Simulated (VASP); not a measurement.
These are PBE GGA, VASP's PBE PAW potentials (set 64) (plane waves; VASP 6.6.1) values and carry that method's errors.

VASP ran on this input.

KPOINTS:
```
Automatic mesh
0
Gamma
12 12 12
0 0 0
```

**INCAR**
```
SYSTEM = HfC
PREC = Accurate
ENCUT = 250
EDIFF = 1E-6
NELM = 100
ALGO = Normal
LREAL = .FALSE.
LASPH = .TRUE.
ISMEAR = 1
SIGMA = 0.1
GGA = PE
LMAXMIX = 6
LWAVE = .FALSE.
LCHARG = .FALSE.
ISIF = 2
```

**POSCAR**
```
HfC
1
    0.0000000000     2.2982790000     2.3039220000
    2.3711040000     0.0000000000     2.3039220000
    2.3711040000     2.2982790000     0.0000000000
Hf C
1 1
Direct
  0.0000000000   0.0000000000   0.0000000000
  0.4828580000   0.5171420000   0.5171420000
```

POTCAR, in this order: Hf_pv C (PBE.64 set). Program: vasp_std.

The resulting files:

File OUTCAR:
```
 ion  position               nearest neighbor table
   1  0.000  0.000  0.000-   2 2.29   2 2.30   2 2.30   2 2.31   2 2.31   2 2.45
   2  0.483  0.517  0.517-   1 2.29   1 2.30   1 2.30   1 2.31   1 2.31   1 2.45
  LATTYP: Found a face centered orthorhombic cell.
 ALAT       =     4.5965580000
 B/A-ratio  =     1.0024553155
 C/A-ratio  =     1.0316867534
 Subroutine PRICEL returns:
 Original cell was already a primitive cell.
 Subroutine GETGRP returns: Found  4 space group operations
The static configuration has the point symmetry C_2v.
The dynamic configuration has the point symmetry C_2v.
 Subroutine INISYM returns: Found  4 space group operations
 Subroutine IBZKPT returns following result:
 Found    280 irreducible k-points:

 Following reciprocal coordinates:
            Coordinates               Weight
  0.000000  0.000000  0.000000      1.000000
  0.083333 -0.000000 -0.000000      8.000000
  0.166667 -0.000000 -0.000000      8.000000
  0.250000 -0.000000 -0.000000      8.000000
  0.333333  0.000000 -0.000000      8.000000
  0.416667 -0.000000 -0.000000      8.000000
  0.500000 -0.000000 -0.000000      4.000000
  0.083333  0.083333  0.000000      2.000000
  0.166667  0.083333 -0.000000      8.000000
  0.250000  0.083333 -0.000000      8.000000
  0.333333  0.083333 -0.000000      8.000000
  0.416667  0.083333 -0.000000      8.000000
  0.500000  0.083333 -0.000000      8.000000
 -0.416667  0.083333  0.000000      8.000000
 -0.333333  0.083333  0.000000      8.000000
 -0.250000  0.083333  0.000000      8.000000
 -0.166667  0.083333  0.000000      8.000000
 -0.083333  0.083333  0.000000      4.000000
  0.166667  0.166667  0.000000      2.000000
  0.250000  0.166667 -0.000000      8.000000
  0.333333  0.166667 -0.000000      8.000000
  0.416667  0.166667 -0.000000      8.000000
...
```

OSZICAR:
```
       N       E                     dE             d eps       ncg     rms          rms(c)
DAV:   1     0.734006976897E+01    0.73401E+01   -0.51413E+03  6327   0.684E+02
DAV:   2    -0.228841575665E+02   -0.30224E+02   -0.28838E+02  7604   0.153E+02
DAV:   3    -0.237739992195E+02   -0.88984E+00   -0.88564E+00  7824   0.222E+01
DAV:   4    -0.237802025855E+02   -0.62034E-02   -0.61996E-02  7298   0.200E+00
DAV:   5    -0.237802715541E+02   -0.68969E-04   -0.68964E-04  8168   0.162E-01    0.584E+01
DAV:   6    -0.211041548358E+02    0.26761E+01   -0.15113E+01  6949   0.202E+01    0.407E+01
DAV:   7    -0.210506248203E+02    0.53530E-01   -0.43825E-01  7279   0.535E+00    0.218E+01
DAV:   8    -0.210421376392E+02    0.84872E-02   -0.32315E-02  7168   0.164E+00    0.357E+00
DAV:   9    -0.210390635305E+02    0.30741E-02   -0.12396E-02  7090   0.673E-01    0.139E+00
DAV:  10    -0.210389039065E+02    0.15962E-03   -0.72432E-04  7251   0.229E-01    0.143E-01
DAV:  11    -0.210389063182E+02   -0.24117E-05   -0.40952E-05  7727   0.548E-02    0.292E-02
DAV:  12    -0.210389046848E+02    0.16334E-05   -0.30419E-06  6874   0.156E-02    0.293E-02
DAV:  13    -0.210389044201E+02    0.26471E-06   -0.12403E-07  3524   0.355E-03
   1 F= -.21038904E+02 E0= -.21038891E+02  d E =-.411207E-04
```

### OUTCAR
```
------------------------ aborting loop because EDIFF is reached ----------------------------------------
  FORCE on cell =-STRESS in cart. coord.  units (eV):
  Direction    XX          YY          ZZ          XY          YZ          ZX
  --------------------------------------------------------------------------------------
  Total       -3.0380285     -1.4529638     -1.6069679      0.0000000      0.0000000      0.0000000
  in kB     -193.8435279    -92.7073668   -102.5337070      0.0000000      0.0000000      0.0000000
  external PRESSURE =    -129.6948672 kB  Pullay stress =       0.0000000 kB
  volume of cell :       25.11
      direct lattice vectors                 reciprocal lattice vectors
     0.000000000  2.298279000  2.303922000    -0.210872235  0.217554092  0.217021236
     2.371104000  0.000000000  2.303922000     0.210872235 -0.217554092  0.217021236
     2.371104000  2.298279000  0.000000000     0.210872235  0.217554092 -0.217021236
 POSITION                                       TOTAL-FORCE (eV/Angst)
 -----------------------------------------------------------------------------------
      0.00000      0.00000      0.00000         0.440338      0.000000      0.000000
      2.45239      2.29828      2.30392        -0.440338      0.000000      0.000000
 -----------------------------------------------------------------------------------
    total drift:                                0.000078     -0.000000     -0.000000
  FREE ENERGIE OF THE ION-ELECTRON SYSTEM (eV)
  ---------------------------------------------------
  free  energy   TOTEN  =       -21.0389044201 eV

  energy  without entropy=      -21.0388632994  energy(sigma->0) =      -21.03889071
```
(Selected blocks of OUTCAR.)

At this cut-off the stress carries a Pulay error, which pulls relaxed volumes low.

The compound is HfC in the rock salt structure. The cell was not relaxed at this level, atoms are displaced from their ideal sites. The run is one of a series of settings (ENCUT = 250 against the base run), some of them coarse on purpose.
